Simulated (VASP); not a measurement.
# MoI (P4/mmm) in VASP: reference runs

Aim: a first look at MoI with PBE, on the cell as given.

Program: VASP 6.6.1. These are calculated values, not measurements. Logs are shortened: lines on timing, memory, paths and dates and some standing lists are left out, and cuts for length are marked.

### Step 1. The structure

Symmetry: P4/mmm, No. 123, tetragonal system. Conventional cell: a = 3.623 Å, b = 3.623 Å, c = 5.042 Å, α = 90.00°, β = 90.00°, γ = 90.00°. Mo (site symmetry 4/mmm) is surrounded by 4 I at 2.56 Å. I (site symmetry 4/mmm) is surrounded by 4 Mo at 2.56 Å.

The cell was built by a generator and needn't be a form met in nature.

### Step 2. Single point, PBE

INCAR

```
SYSTEM = MoI
PREC     = Accurate       ! precision mode
ENCUT    = 520            ! plane-wave cutoff, eV
EDIFF    = 1E-7           ! SCF threshold, eV
ISMEAR   = -1             ! smearing method
SIGMA    = 0.05           ! smearing width, eV
LREAL    = .False.        ! projectors in reciprocal space
LASPH    = .True.         ! aspherical terms in the spheres
NELM     = 100            ! most SCF steps
ALGO     = Normal         ! electronic algorithm
ISIF     = 2              ! what is computed and relaxed
LWAVE    = .False.        ! write WAVECAR
LCHARG   = .False.        ! write CHGCAR
GGA      = PE             ! functional
NBANDS   = 18             ! bands
```

KPOINTS

```
regular mesh
0
Gamma
  7 7 5
  0 0 0
```

POSCAR

```
MoI
1.0
    3.6232628200      0.0000000000      0.0000000000
    0.0000000000      3.6232628200      0.0000000000
    0.0000000000      0.0000000000      5.0420814100
Mo I
1 1
Direct
    0.5000000000      0.5000000000      0.5000000000
    0.0000000000      0.0000000000      0.5000000000
```

Potentials or basis: VASP PAW PBE potentials, release 64 (Mo_sv, I).

Started as:

```
> cat potpaw_PBE.64/Mo_sv/POTCAR potpaw_PBE.64/I/POTCAR > POTCAR
> mpirun -np 1 vasp_std > vasp.out
```

OUTCAR:

```text
SYSTEM = MoI
   PREC = Accurate
   ENCUT = 520
   EDIFF = 1E-7
   ISMEAR = -1
   LREAL = .False.
   LASPH = .True.
   NELM = 100
   ISIF = 2
   GGA = PE

 ion  position               nearest neighbor table
   1  0.500  0.500  0.500-   2 2.56   2 2.56   2 2.56   2 2.56
   2  0.000  0.000  0.500-   1 2.56   1 2.56   1 2.56   1 2.56

  LATTYP: Found a simple tetragonal cell.
 ALAT       =     3.6232628200
 C/A-ratio  =     1.3915858883

  Lattice vectors:

 A1 = (   3.6232628200,   0.0000000000,   0.0000000000)
 A2 = (   0.0000000000,   3.6232628200,   0.0000000000)
 A3 = (   0.0000000000,   0.0000000000,   5.0420814100)

Analysis of symmetry for initial positions (statically):
=====================================================================
 Subroutine PRICEL returns:
 Original cell was already a primitive cell.

 Routine SETGRP: Setting up the symmetry group for a
 simple tetragonal supercell.

 Subroutine GETGRP returns: Found 16 space group operations
 (whereof 16 operations were pure point group operations)
 out of a pool of 16 trial point group operations.

The static configuration has the point symmetry D_4h.

Analysis of symmetry for dynamics (positions and initial velocities):
=====================================================================
 Subroutine PRICEL returns:
 Original cell was already a primitive cell.

 Routine SETGRP: Setting up the symmetry group for a
 simple tetragonal supercell.

 Subroutine GETGRP returns: Found 16 space group operations
 (whereof 16 operations were pure point group operations)
 out of a pool of 16 trial point group operations.

The dynamic configuration has the point symmetry D_4h.

 Subroutine INISYM returns: Found 16 space group operations
 (whereof 16 operations are pure point group operations),
 and found     1 'primitive' translations

----------------------------------------------------------------------------------------

                                     Primitive cell

  volume of cell :      66.1926

  direct lattice vectors                    reciprocal lattice vectors
     3.623262820  0.000000000  0.000000000     0.275994332  0.000000000  0.000000000
     0.000000000  3.623262820  0.000000000     0.000000000  0.275994332  0.000000000
     0.000000000  0.000000000  5.042081410     0.000000000  0.000000000  0.198330792

  length of vectors
     3.623262820  3.623262820  5.042081410     0.275994332  0.275994332  0.198330792

  position of ions in fractional coordinates (direct lattice)
     0.500000000  0.500000000  0.500000000
     0.000000000  0.000000000  0.500000000

  ion indices of the primitive-cell ions
   primitive index   ion index
                 1           1
                 2           2

----------------------------------------------------------------------------------------

 KPOINTS: regular mesh

Automatic generation of k-mesh.
 Grid dimensions read from file:
 generate k-points for:    7    7    5

 Generating k-lattice:

  Cartesian coordinates                     Fractional coordinates (reciprocal lattice)
     0.039427762  0.000000000  0.000000000     0.142857143  0.000000000  0.000000000
     0.000000000  0.039427762  0.000000000     0.000000000  0.142857143  0.000000000
     0.000000000  0.000000000  0.039666158     0.000000000  0.000000000  0.200000000

  Length of vectors
     0.039427762  0.039427762  0.039666158

  Shift w.r.t. Gamma in fractional coordinates (k-lattice)
     0.000000000  0.000000000  0.000000000

 Subroutine IBZKPT returns following result:
 ===========================================

 Found     30 irreducible k-points:

 Following reciprocal coordinates:
            Coordinates               Weight
  0.000000  0.000000  0.000000      1.000000
  0.142857  0.000000  0.000000      4.000000
  0.285714  0.000000  0.000000      4.000000
  0.428571  0.000000  0.000000      4.000000
  0.142857  0.142857  0.000000      4.000000
  0.285714  0.142857  0.000000      8.000000
[... 16 lines left out ...]
  0.285714  0.000000  0.400000      8.000000
  0.428571  0.000000  0.400000      8.000000
 [... further k-points ...]
   k-points           NKPTS =     30   k-points in BZ     NKDIM =     30   number of bands    NBANDS=     18
   number of dos      NEDOS =    301   number of ions     NIONS =      2
   total plane-waves  NPLWV =  31360
   dimension x,y,z NGX =    28 NGY =   28 NGZ =   40
   dimension x,y,z NGXF=    56 NGYF=   56 NGZF=   80
   ions per type =               1   1
   NGX,Y,Z   is equivalent  to a cutoff of  12.85, 12.85, 13.19 a.u.
   NGXF,Y,Z  is equivalent  to a cutoff of  25.69, 25.69, 26.38 a.u.
 SYSTEM =  MoI
   PREC   = accura    normal or accurate (medium, high low for compatibility)
   ISTART =      0    job   : 0-new  1-cont  2-samecut
   ICHARG =      2    charge: 1-file 2-atom 10-const
   ISPIN  =      1    spin polarized calculation?
   LNONCOLLINEAR =      F non collinear calculations
   LSORBIT =      F    spin-orbit coupling
   LASPH  =      T    aspherical Exc in radial PAW
   ENCUT  =  520.0 eV  38.22 Ry    6.18 a.u.   6.74  6.74  9.37*2*pi/ulx,y,z
   NELM   =    100;   NELMIN=  2; NELMDL= -5     # of ELM steps
   EDIFF  = 0.1E-06   stopping-criterion for ELM
   LREAL  =      F    real-space projection
   EDIFFG = 0.1E-05   stopping-criterion for IOM
   NSW    =      0    number of steps for IOM
   IBRION =     -1    ionic relax: 0-MD 1-quasi-New 2-CG
[... 8 lines left out ...]
   EMIN   =  10.00;   EMAX   =-10.00  energy-range for DOS
   EFERMI =   0.00;   METHOD = LEGACY
   ISMEAR =    -1;   SIGMA  =   0.05  broadening in eV -4-tet -1-fermi 0-gaus
   EFERMI_NEDOS =   21; number of points for ismear=-14 and -15
   IALGO  =     38    algorithm
   IMIX   =      4    mixing-type and parameters
     AMIX     =   0.40;   BMIX     =  1.00
     AMIX_MAG =   1.60;   BMIX_MAG =  1.00
  volume/ion in A,a.u.               =      33.10       223.34
  Fermi-wavevector in a.u.,A,eV,Ry     =   1.116550  2.109973 16.962157  1.246683
  Thomas-Fermi vector in A             =   2.253165
   LORBIT       =      0    0 simple, 1 ext, 2 COOP (PROOUT), +10 PAW based schemes
   GGA     = PE    functional components
   LHFCALC =     F    Hartree Fock is set to
   AEXX    =    0.0000 exact exchange contribution
   IVDW    =     0    specifies the selected vdW correction
   LEPSILON=     F    determine dielectric tensor
   LRPA    =     F    only Hartree local field effects (RPA)
 non-spin polarized calculation
  energy-cutoff  :      520.00
  volume of cell :       66.19
 maximum number of plane-waves:      1807
 NGX is ok and might be reduce to    28
   NGX = 13   NGY = 13   NGZ = 19

 number of electron      20.9999997 magnetization

 Free energy of the ion-electron system (eV)
  ---------------------------------------------------
  ext. energy  EPLUGINS =         0.00000000
  ---------------------------------------------------
  free energy    TOTEN  =        -7.86212086 eV

  energy without entropy =       -7.80251214  energy(sigma->0) =       -7.83231650

 E-fermi :   5.4843     XC(G=0):  -8.6892

 val. band max:        5.4835104910   @ k =   0.1429   0.0000   0.4000
 cond. band min:       5.4856441128   @ k =   0.4286   0.1429   0.0000
 fundamental gap:      0.0021336217
 Fermi energy:         5.4842666969

 k-point     1 :       0.0000    0.0000    0.0000
  band No.  band energies     occupation
      1     -55.1761      2.00000
      2     -29.5765      2.00000
      3     -29.5765      2.00000
      4     -29.0208      2.00000
      5     -10.5141      2.00000
      6       0.6365      2.00000
[... 10 lines left out ...]
     17      15.3040      0.00000
     18      15.4753      0.00000

 k-point     2 :       0.1429    0.0000    0.0000
  band No.  band energies     occupation
      1     -55.1754      2.00000
      2     -29.5950      2.00000
      3     -29.5711      2.00000
      4     -29.0194      2.00000
      5     -10.3233      2.00000
      6       0.4347      2.00000
[... 10 lines left out ...]
     17      14.1543      0.00000
     18      15.4102      0.00000

 k-point     3 :       0.2857    0.0000    0.0000
  band No.  band energies     occupation
      1     -55.1738      2.00000
      2     -29.6363      2.00000
      3     -29.5591      2.00000
      4     -29.0161      2.00000
      5      -9.8391      2.00000
      6      -1.3674      2.00000
[... 10 lines left out ...]
     17      12.6786      0.00000
     18      15.7538      0.00000

 k-point     4 :       0.4286    0.0000    0.0000
  band No.  band energies     occupation
      1     -55.1725      2.00000
      2     -29.6691      2.00000
      3     -29.5493      2.00000
      4     -29.0135      2.00000
      5      -9.3676      2.00000
      6      -2.5706      2.00000
[... 10 lines left out ...]
     17      12.6062      0.00000
     18      13.9473      0.00000

 k-point     5 :       0.1429    0.1429    0.0000
  band No.  band energies     occupation
      1     -55.1746      2.00000
      2     -29.5901      2.00000
      3     -29.5896      2.00000
      4     -29.0180      2.00000
      5     -10.1637      2.00000
      6      -0.2242      2.00000
[... 10 lines left out ...]
     17      13.9017      0.00000
     18      14.8698      0.00000

 k-point     6 :       0.2857    0.1429    0.0000
  band No.  band energies     occupation
      1     -55.1728      2.00000
      2     -29.6315      2.00000
      3     -29.5781      2.00000
      4     -29.0149      2.00000
      5      -9.7709      2.00000
      6      -1.4752      2.00000
[... 307 lines left out ...]
 k-point    21 :       0.0000    0.0000    0.4000
  band No.  band energies     occupation
      1     -55.1761      2.00000
      2     -29.5765      2.00000
      3     -29.5765      2.00000
      4     -29.0213      2.00000
      5     -10.4929      2.00000
      6       0.1329      2.00000
[... 10 lines left out ...]
     17      14.2597      0.00000
     18      15.8128      0.00000

 k-point    22 :       0.1429    0.0000    0.4000
  band No.  band energies     occupation
      1     -55.1754      2.00000
      2     -29.5950      2.00000
      3     -29.5711      2.00000
      4     -29.0199      2.00000
      5     -10.3022      2.00000
      6       0.1293      2.00000
[... 10 lines left out ...]
     17      14.4141      0.00000
     18      15.0686      0.00000

 k-point    23 :       0.2857    0.0000    0.4000
  band No.  band energies     occupation
      1     -55.1738      2.00000
      2     -29.6363      2.00000
      3     -29.5590      2.00000
      4     -29.0166      2.00000
      5      -9.8185      2.00000
      6      -1.3375      2.00000
[... 10 lines left out ...]
     17      14.2038      0.00000
     18      14.6208      0.00000

 k-point    24 :       0.4286    0.0000    0.4000
  band No.  band energies     occupation
      1     -55.1725      2.00000
      2     -29.6691      2.00000
      3     -29.5493      2.00000
      4     -29.0139      2.00000
      5      -9.3477      2.00000
      6      -2.5378      2.00000
[... 10 lines left out ...]
     17      14.1587      0.00000
     18      14.4860      0.00000

 [... further k-points ...]
[... 5 lines left out ...]
  --------------------------------------------------------------------------------------
  -------------------------------------------------------------------------------------
  Total        7.3299744      7.3299744     -1.1841995      0.0000000     -0.0000000     -0.0000000
  in kB      177.4203829    177.4203829    -28.6632833      0.0000000     -0.0000000     -0.0000000
  external PRESSURE =     108.7258275 kB  Pullay stress =       0.0000000 kB

 VOLUME and BASIS-vectors are now :
 -----------------------------------------------------------------------------
  energy-cutoff  :      520.00
  volume of cell :       66.19
      direct lattice vectors                 reciprocal lattice vectors
     3.623262820  0.000000000  0.000000000     0.275994332  0.000000000  0.000000000
     0.000000000  3.623262820  0.000000000     0.000000000  0.275994332  0.000000000
     0.000000000  0.000000000  5.042081410     0.000000000  0.000000000  0.198330792

 POSITION                                       TOTAL-FORCE (eV/Angst)
 -----------------------------------------------------------------------------------
      1.81163      1.81163      2.52104         0.000000      0.000000      0.000000
      0.00000      0.00000      2.52104         0.000000      0.000000      0.000000
 -----------------------------------------------------------------------------------
    total drift:                                0.000000      0.000000      0.000000

  FREE ENERGIE OF THE ION-ELECTRON SYSTEM (eV)
  ---------------------------------------------------
  free  energy   TOTEN  =        -7.8621208642 eV

  energy  without entropy=       -7.8025121446  energy(sigma->0) =       -7.83231650
```

It took 19 s on 1 thread of Intel Xeon Platinum 8559C (Emerald Rapids), shared host; peak memory 0.19 GiB.

What came out:

* Free energy: -7.8621 eV
* Pressure: 10.9 GPa
* Band gap on the k mesh: none (metal or under the smearing width)

Caveat: this functional lacks dispersion, which binds the layers, so the pressure and a relaxed spacing across them are unreliable; an odd number of electrons without spin polarisation forces a metal; a magnetic or distorted state may lie lower. Spin-orbit coupling is left out, which matters for the levels of I.
